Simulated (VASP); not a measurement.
VASP ran on this input.

**KPOINTS**
```
Automatic mesh
0
Gamma
12 12 12
0 0 0
```

### INCAR
```
ALGO = Normal
EDIFF = 1E-6
EDIFFG = -0.01
ENCUT = 400
GGA = PS
IBRION = 2
ISIF = 3
ISMEAR = 1
LASPH = T
LCHARG = F
LMAXMIX = 4
LREAL = F
LWAVE = F
NELM = 100
NSW = 60
PREC = Accurate
SIGMA = 0.1
SYSTEM = FeAl
```

**POSCAR**
```
FeAl
1
    2.8398307075    -0.0000000000     0.0000000000
   -0.0000000000     2.8398307075    -0.0000000000
   -0.0000000000    -0.0000000000     2.8398307075
Al Fe
1 1
Direct
  0.5000000000   0.5000000000   0.5000000000
  0.0000000000   0.0000000000   0.0000000000
```

POTCAR, in this order: Al Fe (PBE.64 set). Program: vasp_std.

Q: Write an equivalent input for Quantum ESPRESSO's pw.x.

A: One equivalent input (not run):
```
&CONTROL
  calculation = 'vc-relax'
  pseudo_dir = './pseudo'
  outdir = './out'
  tprnfor = .true.
  tstress = .true.
  nstep = 60
  forc_conv_thr = 0.00039
/
&SYSTEM
  ibrav = 0
  nat = 2
  ntyp = 2
  ecutwfc = 90
  occupations = 'smearing'
  smearing = 'methfessel-paxton'
  degauss = 0.00735
  input_dft = 'pbesol'
/
&ELECTRONS
  conv_thr = 7.3e-08
  electron_maxstep = 100
/
&IONS
/
&CELL
/
ATOMIC_SPECIES
  Al 26.982 Al.upf
  Fe 55.845 Fe.upf
CELL_PARAMETERS angstrom
     2.8398307   -0.0000000    0.0000000
    -0.0000000    2.8398307   -0.0000000
    -0.0000000   -0.0000000    2.8398307
ATOMIC_POSITIONS crystal
  Al   0.5000000  0.5000000  0.5000000
  Fe   0.0000000  0.0000000  0.0000000
K_POINTS automatic
  12 12 12 0 0 0
```
What does not carry over: the potentials are each code's own (VASP's PAW set, PseudoDojo norm-conserving files in pw.x), so ENCUT and ecutwfc are chosen apart and not converted; conv_thr bounds pw.x's estimated SCF error, while EDIFF bounds the energy change between steps; forc_conv_thr acts on force components and is met together with etot_conv_thr.

The compound is FeAl in the CsCl type structure. It was relaxed first, which changed the volume by -7 %. The start is the result of an earlier pass.
